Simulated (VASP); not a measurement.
```yaml
crystal:
  lattice:
    - [3.89734, 0.00000, 0.00000]
    - [0.00000, 3.89734, 0.00000]
    - [0.00000, 0.00000, 3.89734]
  atoms:
    - { symbol: Dy, position: [0.00000, 0.00000, 0.00000] }
    - { symbol: Bi, position: [0.50000, 0.50000, 0.50000] }
```

The base run (VASP): PBE GGA, plane waves, VASP's PBE PAW potentials (set 64). Numerical set-up: 400 eV cut-off, 9×9×9 Γ-centred mesh, first-order Methfessel-Paxton smearing of 0.10 eV, potentials Dy_3 Bi_d.

The 4f electrons are frozen in the core of the lanthanide potential, so 4f levels, which can set the real gap, and their magnetism are missing.

The base run took about 20 core-seconds. Times come from single runs on busy shared machines, so they are rough: good to a factor of about 2.

Pressures at a finite cut-off, here 400 eV, hold a Pulay part, which wasn't tested here.

| setting | cost over the base run | electronic steps | pressure (GPa) |
|---|---|---|---|
| GGA = PS | within a factor of 2 | 12 | -3.50 |
| base run | reference | 12 | -0.64 |
| GGA = RE | within a factor of 2 | 12 | 0.66 |
| IVDW = 13 | within a factor of 2 | 12 | -2.79 |
| AGGAC = 0.0, GGA = BO, LUSE_VDW = .TRUE., PARAM1 = 0.1833333333, PARAM2 = 0.22 | within a factor of 2 | 12 | -1.37 |
| GGA removed, LMIXTAU = .TRUE., METAGGA = R2SCAN | about 6 times | 17 | -1.35 |
| GGA removed, LMIXTAU = .TRUE., METAGGA = SCAN | … | … | … |

**Question.** Fill in the missing entries.

**Answer.** 
- GGA removed, LMIXTAU = .TRUE., METAGGA = SCAN, cost over the base run: about 10 times
- GGA removed, LMIXTAU = .TRUE., METAGGA = SCAN, electronic steps: 32
- GGA removed, LMIXTAU = .TRUE., METAGGA = SCAN, pressure (GPa): -3.03

Left out are runs that failed, have no time on record or changed the cell.

The structure was generated: DyBi was put into the CsCl type (Pm-3m), which need not be its known phase. The cell was not relaxed at this level.
